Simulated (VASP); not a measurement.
# A VASP study of SiNi3 (LDA): structure first, properties next, part 3 of 7

What structure does SiNi3 take at this level, and what are its properties? The start is a computed cell from the Materials Project.

VASP 6.6.1, plane waves and PAW; the level of theory is named at each step.

So far. Step 5 (Magnetic start: antiferromagnetic, q = (1/2, 1/2, 1/2)): The energy lies +1.0 meV an atom from the first pattern, and both runs end without moments, so a difference comes from cell, mesh or thresholds alone. The moments fall under 0.1 μB, and the mesh shows no gap.

## 6. Magnetic start: antiferromagnetic, q = (1/2, 1/2, 0)

Level of this step: LDA, spin-polarised from an antiferromagnetic start; plane waves and PAW (Si, Ni) (VASP).

Next, a pattern with opposite moments, which needs a doubled cell; q is given in the reciprocal vectors of the primitive cell.

INCAR

```
SYSTEM = SiNi3
PREC = Accurate
ENCUT = 400
EDIFF = 1E-06
NELM = 100
ISMEAR = 1
SIGMA = 0.2
LREAL = .FALSE.
ALGO = Normal
GGA = CA
NBANDS = 46
ISPIN = 2
MAGMOM = 0 0 1 -1 1 -1 1 -1
LASPH = .TRUE.
LMAXMIX = 4
LORBIT = 11
LWAVE = .FALSE.
LCHARG = .FALSE.
KPAR = 8
ISIF = 2
```

POSCAR

```
SiNi3
1.0
    6.9274801200      0.0000000000      0.0000000000
    3.4637400600      3.4637400600      0.0000000000
    0.0000000000      0.0000000000      3.4637400600
Si Ni
2 6
Direct
    0.0000000000      0.0000000000      0.0000000000
    0.5000000000      0.0000000000      0.0000000000
    0.7500000000      0.5000000000      0.5000000000
    0.2500000000      0.5000000000      0.5000000000
    0.0000000000      0.5000000000      0.0000000000
    0.5000000000      0.5000000000      0.0000000000
    0.2500000000      0.0000000000      0.5000000000
    0.7500000000      0.0000000000      0.5000000000
```

KPOINTS

```
Automatic mesh
0
Gamma
7 7 7
0 0 0
```

PAW data sets: Si and Ni (LDA family, release 64).

Command:

```bash
$ mpirun -np 8 vasp_std
```

Log:

```text
[... set-up lines as in an earlier step ...]
 entering main loop
       N       E                     dE             d eps       ncg     rms          rms(c)
DAV:   1     0.445513200981E+03    0.44551E+03   -0.24575E+04 11776   0.166E+03
DAV:   2    -0.230336008693E+02   -0.46855E+03   -0.44616E+03 11776   0.362E+02
DAV:   3    -0.619952341781E+02   -0.38962E+02   -0.36845E+02 12610   0.132E+02
DAV:   4    -0.630281695322E+02   -0.10329E+01   -0.10278E+01 13624   0.222E+01
DAV:   5    -0.630593377196E+02   -0.31168E-01   -0.31160E-01 14536   0.325E+00    0.304E+01
DAV:   6    -0.626346100122E+02    0.42473E+00   -0.83978E+01 13414   0.116E+02    0.240E+01
DAV:   7    -0.559533396442E+02    0.66813E+01   -0.28787E+01 13446   0.672E+01    0.652E+00
DAV:   8    -0.562102907531E+02   -0.25695E+00   -0.24113E+00 17152   0.295E+01    0.711E+00
DAV:   9    -0.558293855039E+02    0.38091E+00   -0.82163E-01 13350   0.274E+01    0.204E+00
DAV:  10    -0.558028304734E+02    0.26555E-01   -0.15470E-01 14068   0.536E+00    0.758E-01
DAV:  11    -0.558012553295E+02    0.15751E-02   -0.24167E-02 13222   0.150E+00    0.421E-01
DAV:  12    -0.557998610132E+02    0.13943E-02   -0.13882E-03 18982   0.461E-01    0.135E-01
DAV:  13    -0.557998191234E+02    0.41890E-04   -0.65582E-04 12862   0.415E-01    0.659E-02
DAV:  14    -0.557998228213E+02   -0.36979E-05   -0.11619E-04 12714   0.145E-01    0.256E-02
DAV:  15    -0.557998224961E+02    0.32516E-06   -0.10333E-05 12710   0.378E-02    0.136E-02
DAV:  16    -0.557998209801E+02    0.15160E-05   -0.15110E-06  9734   0.130E-02    0.584E-03
DAV:  17    -0.557998208207E+02    0.15941E-06   -0.11355E-06  7228   0.125E-02
   1 F= -.55799821E+02 E0= -.55803235E+02  d E =0.102425E-01  mag=    -0.0000
```

The job ended after 64 s (8 MPI ranks of AMD EPYC 7R43, shared host; peak memory 2.7 GiB; 8.4 min of CPU time).

Parts of OUTCAR (step 6):

```text
   k-points           NKPTS =     64   k-points in BZ     NKDIM =     64   number of bands    NBANDS=     46

   ENCUT  =  400.0 eV  29.40 Ry    5.42 a.u.  11.30  7.99  5.65*2*pi/ulx,y,z

   NELECT =      68.0000    total number of electrons

 E-fermi :  10.9746

 spin component 1
 k-point     1 :       0.0000    0.0000    0.0000
  band No.  band energies     occupation
    ...
     29      10.1066      1.00000
     30      10.1066      1.00000
     31      10.3537      1.00005
     32      10.3565      1.00006
     33      10.6861      1.03013
     34      11.0143      0.33573
     35      11.0169      0.32554
     36      11.0169      0.32553
     37      11.6897     -0.00000
     38      11.6897     -0.00000
    ...

 k-point     2 :       0.1429    0.0000    0.0000
  band No.  band energies     occupation
    ...
     29      10.1648      1.00000
     30      10.1746      1.00000
     31      10.3459      1.00004
     32      10.3968      1.00017
     33      10.6320      1.01798
     34      10.9850      0.45632
     35      11.1973     -0.03325
     36      11.2964     -0.02267
     37      11.6900     -0.00000
     38      11.9750     -0.00000
    ...

  Total       -4.0195965     -4.0195965     -3.9962009      0.0002427      0.0000000      0.0000000
  in kB      -77.4867010    -77.4867010    -77.0356987      0.0046790      0.0000000      0.0000000
  external PRESSURE =     -77.3363669 kB  Pullay stress =       0.0000000 kB

 POSITION                                       TOTAL-FORCE (eV/Angst)
 -----------------------------------------------------------------------------------
      0.00000      0.00000      0.00000        -0.000000     -0.000000      0.000000
      3.46374      0.00000      0.00000        -0.000000     -0.000000     -0.000000
      6.92748      1.73187      1.73187        -0.000000      0.000000      0.000000
      3.46374      1.73187      1.73187        -0.000000      0.000000      0.000000
      1.73187      1.73187      0.00000         0.000000      0.000000      0.000000
      5.19561      1.73187      0.00000         0.000000      0.000000     -0.000000
      1.73187      0.00000      1.73187         0.000000     -0.000000      0.000000
      5.19561      0.00000      1.73187         0.000000     -0.000000     -0.000000
 -----------------------------------------------------------------------------------
    total drift:                                0.000000      0.000000     -0.000000

  FREE ENERGIE OF THE ION-ELECTRON SYSTEM (eV)
  ---------------------------------------------------
  free  energy   TOTEN  =       -55.7998208207 eV

  energy  without entropy=      -55.8100633068  energy(sigma->0) =      -55.80323498

 magnetization (x)
# of ion       s       p       d       tot
------------------------------------------
    1        0.000   0.000   0.000   0.000
    2       -0.000  -0.000   0.000  -0.000
    3       -0.000  -0.000   0.000   0.000
    4        0.000   0.000  -0.000  -0.000
    5       -0.000  -0.000   0.000   0.000
    6        0.000   0.000  -0.000  -0.000
    7       -0.000  -0.000   0.000   0.000
    8        0.000   0.000  -0.000  -0.000
--------------------------------------------------
tot          0.000   0.000   0.000   0.000

[... 1 part as in an earlier step ...]

[... 14 further parts left out ...]
```

Numbers from this step:

| Item | Value |
| --- | --- |
| SCF cycles | 17 |
| irreducible k-points | 64 |
| symmetry operations | 4 |
| free energy (TOTEN) | -55.7998 eV |
| energy at zero smearing | -55.8032 eV |
| Fermi energy | 10.97 eV |
| pressure | -7.734 GPa |

The energy lies +0.7 meV an atom from the first pattern, and both runs end without moments, so a difference comes from cell, mesh or thresholds alone. The moments fall under 0.1 μB, and the mesh shows no gap.

## 7. The orders side by side

This step: collinear orders at LDA; plane waves and PAW (VASP 6.6.1).

Derived from the runs above.

Patterns, by row:

```csv
start,atoms,energy less that of the first (meV/atom),largest site moment (μB),end state
ferromagnetic,4,0,0,non-magnetic
antiferromagnetic within the cell,4,0,0,non-magnetic
"antiferromagnetic, q = (0, 0, 1/2)",8,0.4,0,non-magnetic
"antiferromagnetic, q = (1/2, 1/2, 1/2)",8,1,0,non-magnetic
"antiferromagnetic, q = (1/2, 1/2, 0)",8,0.7,0,non-magnetic
```

All patterns lost their moments. Runs that ended non-magnetic differ by up to 1.0 meV an atom among themselves, which can come from the unlike meshes of the cells or from a run that isn't fully settled. The session goes on with moments started at or near zero.

## 8. Relaxing cell and atoms (LDA)

This step: LDA, zero-moment start; plane waves and PAW (Si, Ni) (VASP 6.6.1).

System of this step: SiNi3. It takes space group Pm-3m (No. 221, cubic). The conventional cell has a = 3.464 Å, b = 3.464 Å, c = 3.464 Å, α = 90.00°, β = 90.00°, γ = 90.00°. Nearest to Si lie 12 Ni at 2.45 Å. Ni has 4 Si at 2.45 Å and 8 Ni at 2.45 Å nearest. Farther neighbours are not listed.

The start need not lie at this functional's minimum. ISIF = 3 frees volume, shape and positions, and EDIFFG sets the threshold on forces and stress at which the search stops.

Changes to INCAR since step 6:

```diff
@@ -10,5 +10,5 @@
 GGA = CA
-NBANDS = 46
+NBANDS = 25
 ISPIN = 2
-MAGMOM = 0 0 1 -1 1 -1 1 -1
+MAGMOM = -0 0 0 0
 LASPH = .TRUE.
@@ -19,2 +19,5 @@
 KPAR = 8
-ISIF = 2
+IBRION = 2
+NSW = 60
+ISIF = 3
+EDIFFG = -0.01
```

POSCAR

```
SiNi3
1.0
    3.4637400600      0.0000000000      0.0000000000
    0.0000000000      3.4637400600      0.0000000000
    0.0000000000      0.0000000000      3.4637400600
Si Ni
1 3
Direct
    0.0000000000      0.0000000000      0.0000000000
    0.0000000000      0.5000000000      0.5000000000
    0.5000000000      0.5000000000      0.0000000000
    0.5000000000      0.0000000000      0.5000000000
```

KPOINTS

```
Automatic mesh
0
Gamma
8 8 8
0 0 0
```

Command:

```bash
$ mpirun -np 8 vasp_std
```

Log:

```text
[... set-up lines as in an earlier step ...]
 entering main loop
       N       E                     dE             d eps       ncg     rms          rms(c)
DAV:   1     0.175092109484E+03    0.17509E+03   -0.12774E+04  3556   0.152E+03
DAV:   2    -0.224007735945E+02   -0.19749E+03   -0.18592E+03  3509   0.300E+02
DAV:   3    -0.316036902598E+02   -0.92029E+01   -0.89068E+01  4027   0.863E+01
DAV:   4    -0.317649831873E+02   -0.16129E+00   -0.16104E+00  4073   0.104E+01
DAV:   5    -0.317699950846E+02   -0.50119E-02   -0.50115E-02  4398   0.170E+00    0.205E+01
DAV:   6    -0.313279734217E+02    0.44202E+00   -0.33158E+01  4034   0.104E+02    0.165E+01
DAV:   7    -0.280085680135E+02    0.33194E+01   -0.11374E+01  4092   0.583E+01    0.426E+00
DAV:   8    -0.279119279381E+02    0.96640E-01   -0.35396E-01  4202   0.509E+00    0.125E+00
DAV:   9    -0.278990099555E+02    0.12918E-01   -0.15744E-02  5189   0.146E+00    0.466E-01
DAV:  10    -0.278969165391E+02    0.20934E-02   -0.18736E-03  4185   0.376E-01    0.132E-01
DAV:  11    -0.278968291919E+02    0.87347E-04   -0.22748E-04  5271   0.226E-01    0.413E-02
DAV:  12    -0.278968266897E+02    0.25022E-05   -0.38896E-05  3862   0.625E-02    0.197E-02
DAV:  13    -0.278968251392E+02    0.15505E-05   -0.39303E-06  4298   0.183E-02    0.930E-03
DAV:  14    -0.278968245839E+02    0.55534E-06   -0.70203E-07  1894   0.942E-03
   1 F= -.27896825E+02 E0= -.27897349E+02  d E =-.278968E+02  mag=    -0.0000
 curvature:   0.00 expect dE= 0.000E+00 dE for cont linesearch  0.000E+00
 trial: gam= 0.00000 g(F)=  0.000E+00 g(S)=  0.147E+00 ort = 0.000E+00 (trialstep = 0.100E+01)
 search vector abs. value=  0.147E+00
 bond charge predicted
       N       E                     dE             d eps       ncg     rms          rms(c)
DAV:   1    -0.310257187988E+02   -0.31289E+01   -0.29068E+01  3544   0.822E+01    0.158E+01
DAV:   2    -0.300622740262E+02    0.96344E+00   -0.21378E+01  4042   0.891E+01    0.107E+01
DAV:   3    -0.279825669613E+02    0.20797E+01   -0.64801E+00  4062   0.460E+01    0.276E+00
DAV:   4    -0.278865363974E+02    0.96031E-01   -0.16144E-01  4406   0.405E+00    0.111E+00
DAV:   5    -0.278695403123E+02    0.16996E-01   -0.11231E-02  4962   0.123E+00    0.379E-01
DAV:   6    -0.278690420719E+02    0.49824E-03   -0.32618E-03  3562   0.528E-01    0.774E-02
DAV:   7    -0.278690369182E+02    0.51537E-05   -0.20945E-04  4702   0.170E-01    0.358E-02
DAV:   8    -0.278690294914E+02    0.74268E-05   -0.23805E-05  4637   0.640E-02    0.121E-02
DAV:   9    -0.278690287821E+02    0.70926E-06   -0.40184E-06  3902   0.258E-02
   2 F= -.27869029E+02 E0= -.27869272E+02  d E =0.277958E-01  mag=     0.0000
[...]
3 F= -.27929110E+02 E0= -.27929496E+02  d E =-.322858E-01  mag=    -0.0000
 curvature:  -0.20 expect dE=-0.181E-04 dE for cont linesearch -0.181E-04
 ZBRENT: interpolating
 opt :   0.4385  next Energy=   -27.929128 (dE=-0.323E-01)
 bond charge predicted
       N       E                     dE             d eps       ncg     rms          rms(c)
DAV:   1    -0.279294079753E+02   -0.29743E-03   -0.26445E-03  3543   0.811E-01    0.151E-01
DAV:   2    -0.279293608100E+02    0.47165E-04   -0.22100E-03  4046   0.888E-01    0.111E-01
DAV:   3    -0.279291211191E+02    0.23969E-03   -0.60708E-04  4054   0.472E-01    0.244E-02
DAV:   4    -0.279291119805E+02    0.91387E-05   -0.14908E-05  3955   0.331E-02    0.449E-03
DAV:   5    -0.279291117376E+02    0.24293E-06   -0.56641E-07  2194   0.887E-03
   4 F= -.27929112E+02 E0= -.27929495E+02  d E =-.322872E-01  mag=    -0.0000
 curvature:  -0.19 expect dE=-0.328E-05 dE for cont linesearch -0.328E-05
 trial: gam= 0.00000 g(F)=  0.217E-65 g(S)=  0.169E-04 ort =-0.158E-02 (trialstep = 0.888E+00)
 search vector abs. value=  0.169E-04
 reached required accuracy - stopping structural energy minimisation
```

Elapsed: 21 s, on 8 MPI ranks; peak memory 1.1 GiB; 2.7 min of CPU time.

Parts of OUTCAR (step 8):

```text
   k-points           NKPTS =     35   k-points in BZ     NKDIM =     35   number of bands    NBANDS=     25

   NELECT =      34.0000    total number of electrons

 E-fermi :  11.4800

 spin component 1
 k-point     1 :       0.0000    0.0000    0.0000
  band No.  band energies     occupation
    ...
     12      10.5796      1.00000
     13      10.5796      1.00000
     14      10.8342      1.00002
     15      10.8342      1.00002
     16      11.1850      1.02877
     17      11.5304      0.29407
     18      11.5304      0.29407
     19      11.5304      0.29407
     20      16.9676      0.00000
     21      18.2159      0.00000
    ...

 k-point     2 :       0.1250    0.0000    0.0000
  band No.  band energies     occupation
    ...
     12      10.6488      1.00000
     13      10.6488      1.00000
     14      10.8282      1.00002
     15      10.8372      1.00003
     16      11.1007      1.01101
     17      11.5306      0.29326
     18      11.9340     -0.00304
     19      11.9340     -0.00304
     20      17.2667      0.00000
     21      18.1601      0.00000
    ...

  Total        0.0215956      0.0215956      0.0215956     -0.0000000      0.0000000     -0.0000000
  in kB        0.8598193      0.8598193      0.8598193     -0.0000000      0.0000000     -0.0000000
  external PRESSURE =       0.8598193 kB  Pullay stress =       0.0000000 kB

 POSITION                                       TOTAL-FORCE (eV/Angst)
 -----------------------------------------------------------------------------------
      0.00000      0.00000      0.00000        -0.000000     -0.000000      0.000000
      0.00000      1.71340      1.71340         0.000000      0.000000      0.000000
      1.71340      1.71340     -0.00000        -0.000000     -0.000000      0.000000
      1.71340      0.00000      1.71340         0.000000      0.000000      0.000000
 -----------------------------------------------------------------------------------
    total drift:                                0.000000     -0.000000     -0.000000

  FREE ENERGIE OF THE ION-ELECTRON SYSTEM (eV)
  ---------------------------------------------------
  free  energy   TOTEN  =       -27.9291117376 eV

  energy  without entropy=      -27.9302612459  energy(sigma->0) =      -27.92949491

 reached required accuracy - stopping structural energy minimisation

 magnetization (x)
# of ion       s       p       d       tot
------------------------------------------
    1       -0.000  -0.000   0.000  -0.000
    2        0.000   0.000   0.000   0.000
    3        0.000   0.000   0.000   0.000
    4        0.000   0.000   0.000   0.000
--------------------------------------------------
tot          0.000  -0.000   0.000   0.000

[... 5 parts as in an earlier step ...]

[... 11 further parts left out ...]
```

This run allows spin, but its moments start at zero, where symmetry between the spins tends to hold them, which is where the search above led. The run keeps the 48 symmetry operations of its start, so it cannot find a distortion of lower symmetry.

Step by step:

```csv
step,energy less that of the first step (eV),largest force (eV/Å),pressure (GPa),volume (Å³)
1,0.0000,0.0000,-7.77,41.56
2,0.0278,0.0000,12.08,38.60
3,-0.0323,0.0000,-0.20,40.27
4,-0.0323,0.0000,0.09,40.24
```

```csv
"conventional cell, symmetrised",before,after,change
a (Å),3.464,3.427,-1.1 %
b (Å),3.464,3.427,-1.1 %
c (Å),3.464,3.427,-1.1 %
volume (Å³/atom),10.39,10.06,-3.2 %
```

Final coordinates:

```xyz
4
Lattice="3.4268 0.0000 0.0000 0.0000 3.4268 0.0000 0.0000 0.0000 3.4268" Properties=species:S:1:pos:R:3 pbc="T T T"
Si    0.0000    0.0000    0.0000
Ni    0.0000    1.7134    1.7134
Ni    1.7134    1.7134    0.0000
Ni    1.7134    0.0000    1.7134
```

This step gave:

| Quantity | Value |
| --- | --- |
| electrons | 34 |
| bands | 25 |
| irreducible k-points | 35 |
| symmetry operations | 48 |
| free energy (TOTEN) | -27.93 eV |
| energy at zero smearing | -27.93 eV |
| Fermi energy | 11.48 eV |
| pressure | 0.08598 GPa |
| SCF cycles over all ionic steps | 36 |

It ends with forces that vanish by symmetry and a pressure of 0.09 GPa.

(Continued in part 4 of 7.)

[Lines on the potential files, build, host, timing and source positions are cut from VASP's logs without a mark.]

[Logs are printed without paths, hosts, clocks, repeated set-up lines and the standing remarks that a program may print on its own settings, such as how far it seeks lower states.]

[Hosts, paths, dates, database ids (printed as entryN), source tags and the programs' standing remarks are cut or masked in the printed files.]

[A measured line is paired with the nearest computed mode of its activity, which favours agreement.]

[In band tables of VASP the shares of atoms and orbitals are scaled to a sum of 1 inside the atoms' spheres.]
